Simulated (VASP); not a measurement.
Output of a VASP run:

**OSZICAR**
```
       N       E                     dE             d eps       ncg     rms          rms(c)
DAV:   1     0.133470299084E+03    0.13347E+03   -0.11010E+04   578   0.145E+03
DAV:   2    -0.403880826460E+02   -0.17386E+03   -0.17094E+03   635   0.352E+02
DAV:   3    -0.579440425087E+02   -0.17556E+02   -0.17090E+02   750   0.113E+02
DAV:   4    -0.584034741495E+02   -0.45943E+00   -0.45891E+00   720   0.203E+01
DAV:   5    -0.584153665016E+02   -0.11892E-01   -0.11891E-01   888   0.312E+00    0.577E+00
DAV:   6    -0.558290455852E+02    0.25863E+01   -0.16781E+00   721   0.208E+01    0.392E+00
DAV:   7    -0.530652845276E+02    0.27638E+01   -0.84859E-01   648   0.615E+00    0.133E+00
DAV:   8    -0.538850442998E+02   -0.81976E+00   -0.65242E-01   617   0.630E+00    0.659E-01
DAV:   9    -0.538866352620E+02   -0.15910E-02   -0.15787E-01   602   0.304E+00    0.381E-01
DAV:  10    -0.539266164376E+02   -0.39981E-01   -0.19660E-02   641   0.119E+00    0.259E-01
DAV:  11    -0.539572119904E+02   -0.30596E-01   -0.47232E-02   596   0.183E+00    0.119E-01
DAV:  12    -0.539579825529E+02   -0.77056E-03   -0.46834E-03   602   0.540E-01    0.113E-01
DAV:  13    -0.539588750767E+02   -0.89252E-03   -0.39573E-04   764   0.206E-01    0.770E-02
DAV:  14    -0.539601814873E+02   -0.13064E-02   -0.20538E-03   587   0.430E-01    0.224E-02
DAV:  15    -0.539604725274E+02   -0.29104E-03   -0.29045E-04   593   0.154E-01    0.243E-02
DAV:  16    -0.539604177229E+02    0.54804E-04   -0.74293E-05   683   0.758E-02    0.223E-02
DAV:  17    -0.539604596777E+02   -0.41955E-04   -0.14415E-05   638   0.350E-02    0.860E-03
DAV:  18    -0.539604626902E+02   -0.30124E-05   -0.23533E-05   620   0.487E-02    0.675E-03
DAV:  19    -0.539604731958E+02   -0.10506E-04   -0.53102E-06   588   0.238E-02    0.771E-03
DAV:  20    -0.539604739280E+02   -0.73226E-06   -0.35261E-06   463   0.179E-02
   1 F= -.53960474E+02 E0= -.53960474E+02  d E =-.539605E+02
```

**OUTCAR**
```
------------------------ aborting loop because EDIFF is reached ----------------------------------------
  FORCE on cell =-STRESS in cart. coord.  units (eV):
  Direction    XX          YY          ZZ          XY          YZ          ZX
  --------------------------------------------------------------------------------------
  Total       -0.0555401     -0.0555401     -0.0017347     -0.0000000      0.0000000      0.0000000
  in kB       -1.1189871     -1.1189872     -0.0349489     -0.0000000      0.0000000      0.0000000
  external PRESSURE =      -0.7576411 kB  Pullay stress =       0.0000000 kB
  volume of cell :       79.52
      direct lattice vectors                 reciprocal lattice vectors
     3.833659294  0.000000000  0.000000000     0.260847384  0.150600299  0.000000000
    -1.916829647  3.320046528  0.000000000     0.000000000  0.301200598  0.000000000
     0.000000000  0.000000000  6.247903039     0.000000000  0.000000000  0.160053700
 POSITION                                       TOTAL-FORCE (eV/Angst)
 -----------------------------------------------------------------------------------
      0.00000      0.00000      0.00000        -0.000000      0.000000      0.000000
     -0.00000      2.21337      1.57524         0.000000     -0.000000     -0.009974
      1.91683      1.10668      4.67266         0.000000      0.000000      0.009974
 -----------------------------------------------------------------------------------
    total drift:                                0.000000      0.000000      0.000000
  FREE ENERGIE OF THE ION-ELECTRON SYSTEM (eV)
  ---------------------------------------------------
  free  energy   TOTEN  =       -53.9604739280 eV

  energy  without entropy=      -53.9604739280  energy(sigma->0) =      -53.96047393

 reached required accuracy - stopping structural energy minimisation
```
(Selected blocks of OUTCAR.)

File POSCAR:
```
SnSe2
1
    3.8336592945     0.0000000000    -0.0000000000
   -1.9168296472     3.3200465279     0.0000000000
    0.0000000000     0.0000000000     6.2479030391
Sn Se
1 2
Direct
  1.0000000000   0.0000000000   0.0000000000
  0.3333330000   0.6666670000   0.2521233024
  0.6666670000   0.3333330000   0.7478766976
```

Problem. Reconstruct the remaining input files.

Solution. This is not unique; one that fits is the input of the run itself, r2SCAN+rVV10, plane waves, VASP's PBE PAW potentials (set 64).

**KPOINTS**
```
Regular mesh
0
G
  6 6 3
0 0 0
```

**INCAR**
```
SYSTEM = SnSe2
PREC = Accurate
ENCUT = 400
EDIFF = 1E-6
NELM = 100
ALGO = Normal
LREAL = .FALSE.
LASPH = .TRUE.
ISMEAR = 0
SIGMA = 0.05
METAGGA = R2SCAN
LUSE_VDW = .TRUE.
BPARAM = 11.95
CPARAM = 0.0093
LMIXTAU = .TRUE.
LMAXMIX = 4
LWAVE = .FALSE.
LCHARG = .FALSE.
IBRION = 2
ISIF = 3
NSW = 60
EDIFFG = -0.02
```

POTCAR, in this order: Sn_d Se (PBE.64 set). Program: vasp_std.

The structure comes from a measured SnSe2 entry (P-3m1) of the Crystallography Open Database, whose conditions weren't checked. It was relaxed first. The start is the result of an earlier pass.
